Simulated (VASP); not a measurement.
Given:

```xyz
2
Lattice="0.0000 2.2634 2.2634 2.2634 0.0000 2.2634 2.2634 2.2634 0.0000" Properties=species:S:1:pos:R:3 pbc="T T T"
B      0.0000     0.0000     0.0000
P      1.1317     1.1317     1.1317
```

These are r2SCAN+rVV10, VASP's PBE PAW potentials (set 64) (plane waves; VASP) values and carry that method's errors. Run with 520 eV cut-off, 11×11×11 Γ-centred mesh, tetrahedra with Blöchl corrections, potentials B P.

**Question.** Give the energies of bands 2 to 7 at the high-symmetry points, in eV from the valence-band maximum.

**Answer.** 
| band | Γ | X | U | L | W |
|---|---|---|---|---|---|
| 2 | 0.00 | -9.18 | -8.73 | -9.57 | -8.65 |
| 3 | 0.00 | -4.38 | -6.57 | -1.88 | -5.98 |
| 4 | 0.00 | -4.38 | -3.73 | -1.88 | -5.79 |
| 5 | 3.65 | 1.49 | 2.37 | 4.17 | 5.76 |
| 6 | 3.65 | 1.87 | 6.44 | 5.02 | 7.18 |
| 7 | 3.65 | 13.13 | 10.48 | 5.02 | 7.84 |

The gap is indirect, 1.42 eV, from the valence maximum at Γ to the conduction minimum at Γ-X at 0.78.

The structure comes from a measured BP entry (F-43m) of the Crystallography Open Database, whose conditions weren't checked. It was relaxed first.
